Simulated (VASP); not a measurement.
Calculation: LDA (Ceperley-Alder, Perdew-Zunger), VASP's LDA PAW potentials (set 64) (plane waves; VASP).

Input for VASP

KPOINTS:
```
Automatic mesh
0
Gamma
11 11 6
0 0 0
```

INCAR:
```
SYSTEM = Y
PREC = Accurate; ENCUT = 520; LREAL = .False.
LASPH = .True.
EDIFF = 1E-6; NELM = 100; ALGO = Normal
LMAXMIX = 4
ISMEAR = 1; SIGMA = 0.1
IBRION = 2; NSW = 60; ISIF = 3
EDIFFG = -0.01
LWAVE = .False.; LCHARG = .False.
```

### POSCAR
```
Y
1
    1.7759373761    -3.0760140203     0.0000000000
    1.7759373761     3.0760140203    -0.0000000000
    0.0000000000    -0.0000000000     5.4737064247
Y
2
Direct
  0.3333330000   0.6666670000   0.2500000000
  0.6666670000   0.3333330000   0.7500000000
```

POTCAR, in this order: Y_sv (LDA.64 set). Program: vasp_std.

The run wrote:

File OSZICAR:
```
       N       E                     dE             d eps       ncg     rms          rms(c)
DAV:   1     0.870471456545E+02    0.87047E+02   -0.11708E+04  1920   0.141E+03
DAV:   2    -0.677637890019E+01   -0.93824E+02   -0.92820E+02  2375   0.288E+02
DAV:   3    -0.141433824687E+02   -0.73670E+01   -0.72947E+01  3660   0.484E+01
DAV:   4    -0.142701322841E+02   -0.12675E+00   -0.12670E+00  2103   0.722E+00
DAV:   5    -0.142736446788E+02   -0.35124E-02   -0.35123E-02  2738   0.857E-01    0.351E+01
DAV:   6    -0.139599808848E+02    0.31366E+00   -0.39903E-01  1920   0.453E+00    0.218E+01
DAV:   7    -0.139120819908E+02    0.47899E-01   -0.78619E-01  2637   0.561E+00    0.177E+00
DAV:   8    -0.138991591554E+02    0.12923E-01   -0.13506E-01  2319   0.250E+00    0.472E-01
DAV:   9    -0.138992515899E+02   -0.92434E-04   -0.54150E-03  2497   0.583E-01    0.193E-01
DAV:  10    -0.138992103665E+02    0.41223E-04   -0.41873E-04  2715   0.173E-01    0.459E-02
DAV:  11    -0.138992123635E+02   -0.19969E-05   -0.21376E-05  2501   0.351E-02    0.397E-02
DAV:  12    -0.138992120233E+02    0.34011E-06   -0.52564E-06  2074   0.223E-02
   1 F= -.13899212E+02 E0= -.13900130E+02  d E =-.138992E+02
       N       E                     dE             d eps       ncg     rms          rms(c)
DAV:   1    -0.138994375019E+02   -0.22514E-03   -0.50081E-03  2480   0.531E-01    0.102E-01
DAV:   2    -0.138992646172E+02    0.17288E-03   -0.53598E-04  2431   0.166E-01    0.499E-02
DAV:   3    -0.138992145759E+02    0.50041E-04   -0.41568E-04  3244   0.120E-01    0.375E-02
DAV:   4    -0.138992192177E+02   -0.46418E-05   -0.29635E-05  2193   0.332E-02    0.194E-02
DAV:   5    -0.138992257475E+02   -0.65298E-05   -0.55292E-06  2143   0.127E-02    0.956E-03
DAV:   6    -0.138992277035E+02   -0.19559E-05   -0.27909E-06  1905   0.122E-02    0.899E-04
DAV:   7    -0.138992278147E+02   -0.11128E-06   -0.35492E-07  1037   0.405E-03
   2 F= -.13899228E+02 E0= -.13900145E+02  d E =-.157914E-04
```

OUTCAR:
```
------------------------ aborting loop because EDIFF is reached ----------------------------------------
  FORCE on cell =-STRESS in cart. coord.  units (eV):
  Direction    XX          YY          ZZ          XY          YZ          ZX
  --------------------------------------------------------------------------------------
  Total       -0.0003656     -0.0003656     -0.0093474     -0.0000000      0.0000000      0.0000000
  in kB       -0.0098042     -0.0098042     -0.2506971     -0.0000000      0.0000000      0.0000000
  external PRESSURE =      -0.0901018 kB  Pullay stress =       0.0000000 kB
  volume of cell :       59.74
      direct lattice vectors                 reciprocal lattice vectors
     1.775550710 -3.075344295 -0.000000000     0.281602771 -0.162583422  0.000000000
     1.775550710  3.075344295  0.000000000     0.281602771  0.162583422  0.000000000
     0.000000000  0.000000000  5.470122033     0.000000000 -0.000000000  0.182811278
 POSITION                                       TOTAL-FORCE (eV/Angst)
 -----------------------------------------------------------------------------------
      1.77555      1.02512      1.36753        -0.000000     -0.000000      0.000000
      1.77555     -1.02512      4.10259         0.000000      0.000000     -0.000000
 -----------------------------------------------------------------------------------
    total drift:                               -0.000057      0.000504     -0.000009
  FREE ENERGIE OF THE ION-ELECTRON SYSTEM (eV)
  ---------------------------------------------------
  free  energy   TOTEN  =       -13.8992278147 eV

  energy  without entropy=      -13.9019794610  energy(sigma->0) =      -13.90014503

 reached required accuracy - stopping structural energy minimisation
```
(Selected blocks of OUTCAR.)

### CONTCAR
```
Y
   1.00000000000000
     1.7755507100889647   -3.0753442949575289   -0.0000000000000000
     1.7755507100889647    3.0753442949575289    0.0000000000000000
     0.0000000000000000    0.0000000000000000    5.4701220326328936
  Y
     2
Direct
     0.3333330000000032    0.6666669999999968    0.2500000000000000
     0.6666669999999968    0.3333330000000032    0.7500000000000000
```

The compound is Y in the hcp structure. This run relaxes it. Symmetry was kept, so distortions that lower it aren't found. The start is the result of an earlier pass.
